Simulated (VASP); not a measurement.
**TiN: single point with PBEsol**

TiN, a slab with vacuum:

```
Ti N
1.0
     2.97400    0.00000    0.00000
     0.00000    2.97400    0.00000
     0.00000    0.00000   27.61761
Ti N
7 7
Direct
  0.50000 0.50000 0.27528
  0.00000 0.00000 0.34766
  0.50000 0.50000 0.42339
  0.00000 0.00000 0.50000
  0.50000 0.50000 0.57661
  0.00000 0.00000 0.65234
  0.50000 0.50000 0.72472
  0.00000 0.00000 0.26902
  0.50000 0.50000 0.34708
  0.00000 0.00000 0.42386
  0.50000 0.50000 0.50000
  0.00000 0.00000 0.57614
  0.50000 0.50000 0.65292
  0.00000 0.00000 0.73098
```

```
Program             : VASP 6.6.1
Task                : single point
Functional          : PBEsol
Potentials or basis : VASP PAW PBE potentials, release 64 (Ti_sv, N)
Cutoff              : 520 eV
k mesh              : 13 × 13 × 1
Occupations         : methfessel-paxton, width 0.1 eV
Spin                : no spin polarisation
```

```json
{"Largest force": "0.019 eV/Å", "Band gap on the k mesh": "none (metal or under the smearing width)", "Work function of the upper face": "2.99 eV", "Work function of the lower face": "2.99 eV"}
```

Forces on the atoms (eV/Å):
```
Ti   0.000  0.000  0.002
Ti   0.000  0.000  0.013
Ti   0.000  0.000  0.002
Ti   0.000  0.000  0.000
Ti   0.000  0.000 -0.002
Ti   0.000  0.000 -0.013
Ti   0.000  0.000 -0.002
N    0.000  0.000  0.019
N    0.000  0.000  0.001
N    0.000  0.000  0.007
N    0.000  0.000  0.000
N    0.000  0.000 -0.007
N    0.000  0.000 -0.001
N    0.000  0.000 -0.019
```

Levels at points of the mesh, in eV from the Fermi level:
| k point | band 57 | band 58 | band 59 | band 60 | band 61 | band 62 |
| --- | --- | --- | --- | --- | --- | --- |
| (0.00, 0.00, 0.00) | -2.05 | -1.97 | -1.97 | -1.96 | -1.38 | -0.88 |

Core levels (eV, on the scale of the bands):
```
atom                            levels
1 Ti  1s -4858.9, 2s -527.6, 2p -434.9
2 Ti  1s -4858.7, 2s -527.4, 2p -434.7
3 Ti  1s -4858.9, 2s -527.6, 2p -434.9
4 Ti  1s -4858.9, 2s -527.6, 2p -434.9
5 Ti  1s -4858.9, 2s -527.6, 2p -434.9
6 Ti  1s -4858.7, 2s -527.4, 2p -434.7
```

Wall time 15 min on 1 × NVIDIA H100 80GB with 1 thread of AMD EPYC 7R13 Processor (Zen 3), with other jobs on the host, peak memory 1.5 GiB.

Caveat: the PAW data sets were made with another functional, which shifts forces and pressure a little.
